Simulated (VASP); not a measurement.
Consider the following.

```xyz
4
Lattice="2.2571 -3.7780 0.0000 2.2571 3.7780 0.0000 0.0000 0.0000 4.4723" Properties=species:S:1:pos:R:3 pbc="T T T"
Ga     2.2571     2.6076     4.1100
Ga     2.2571     1.1704     1.8739
Ga     2.2571    -1.1704     2.5984
Ga     2.3017    -2.6076     0.3623
```

Method: PBE GGA, VASP's PBE PAW potentials (set 64) (plane waves; VASP). Settings: 400 eV cut-off, 7×7×6 Γ-centred mesh, first-order Methfessel-Paxton smearing of 0.020 eV, potentials Ga_d.

Problem. What does the run give for the energy per atom (σ→0), pressure, largest force, band gap (on the k-mesh) with the smallest direct gap where there is one?

Solution. 
| Item | Value |
|---|---|
| band gap (on the k-mesh) | none (metal, semimetal or under 0.01 eV) |
| energy per atom (σ→0) | -2.885 eV/atom |
| pressure | 3.20 GPa |
| largest force | 0.193 eV/Å |

Only differences to runs with the same potentials and settings are physical.

The compound is Ga in the alpha structure. The cell was not relaxed at this level, atoms are displaced from their ideal sites. The run is one of a series of settings (SIGMA = 0.02 against the base run), some of them coarse on purpose.
